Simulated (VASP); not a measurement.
Write the native input for VASP 6.6.1 that does the following.

| Item | Value |
| --- | --- |
| Task | single point |
| Functional | PBE |
| Potentials or basis | VASP PAW PBE potentials, release 64 (W_sv, C) |
| Cutoff | 520 eV |
| k mesh | 9 × 9 × 2 |
| Occupations | gaussian, width 0.15 eV |
| Spin | no spin polarisation |
| Further INCAR settings | PREC = Normal; LREAL = Auto; ALGO = Fast; EDIFF = 1e-05; NBANDS = 51 |

The structure of W2C3 lies in POSCAR:

```
W2C3
1.0
    2.7782530000      0.0000000000      0.0000000000
   -1.3891270000      2.4060380000      0.0000000000
    0.0000000000      0.0000000000     14.2571700000
W C
4 6
Direct
    0.3333330000      0.6666670000      0.1483600000
    0.6666670000      0.3333330000      0.6483600000
    0.3333330000      0.6666670000      0.3516400000
    0.6666670000      0.3333330000      0.8516400000
    0.0000000000      0.0000000000      0.2500000000
    0.0000000000      0.0000000000      0.7500000000
    0.3333330000      0.6666670000      0.9856290000
    0.6666670000      0.3333330000      0.4856290000
    0.3333330000      0.6666670000      0.5143710000
    0.6666670000      0.3333330000      0.0143710000
```

The cell was built by a generator and needn't be a form met in nature.

These files were run (other wordings do the same):

INCAR

```
SYSTEM = W2C3
ALGO     = Fast           ! electronic algorithm
EDIFF    = 1E-5           ! SCF threshold, eV
ENCUT    = 520            ! plane-wave cutoff, eV
GGA      = PE             ! functional
ISIF     = 2              ! what is computed and relaxed
ISMEAR   = 0              ! smearing method
LASPH    = .TRUE.         ! aspherical terms in the spheres
LCHARG   = .FALSE.        ! write CHGCAR
LREAL    = Auto         
LWAVE    = .FALSE.        ! write WAVECAR
NBANDS   = 51             ! bands
NELM     = 80             ! most SCF steps
PREC     = Normal         ! precision mode
SIGMA    = 0.15           ! smearing width, eV
```

KPOINTS

```
k-points
0
G
  9 9 2
  0 0 0
```

Potentials or basis: VASP PAW PBE potentials, release 64 (W_sv, C).

Run with:

```bash
$ cat potpaw_PBE.64/W_sv/POTCAR potpaw_PBE.64/C/POTCAR > POTCAR
$ mpirun -np 1 vasp_std > vasp.out
```

It gave:

* Pressure: 0.5 GPa
* Largest force: 0.114 eV/Å
* Band gap on the k mesh: none (metal or under the smearing width)

Run time: 64 s on 1 thread of Intel(R) Xeon(R) Platinum 8488C (Sapphire Rapids), with other jobs on the host, peak memory 0.19 GiB.
